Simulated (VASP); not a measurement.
Given:

```xyz
5
Lattice="2.3248 -4.0267 0.0000 2.3248 4.0267 0.0000 0.0000 0.0000 7.3264" Properties=species:S:1:pos:R:3 pbc="T T T"
Mg     0.0000     0.0000     0.0000
Mg     2.3248     1.3422     4.6432
Mg     2.3248    -1.3422     2.6832
Sb     2.3248     1.3422     1.6628
Sb     2.3248    -1.3422     5.6636
```

Method: RPBE GGA, VASP's PBE PAW potentials (set 64) (plane waves; VASP 6.6.1). Numerical set-up: 520 eV cut-off, Gaussian smearing of 0.050 eV, potentials Mg Sb.

Unless said otherwise, spin-orbit coupling is left out, though it shifts the bands of the heavy elements here.

**Question.** Estimate the band gap (along the path) with the smallest direct gap where there is one.

**Answer.** 
- band gap (along the path): 0.22 eV
- smallest direct gap (along the path): 0.93 eV

Total energies compare only between runs with the same potentials, cut-off and functional.

The compound is Mg3Sb2 in the a-la2o3 structure. It was relaxed first, which changed the volume by +5 %.
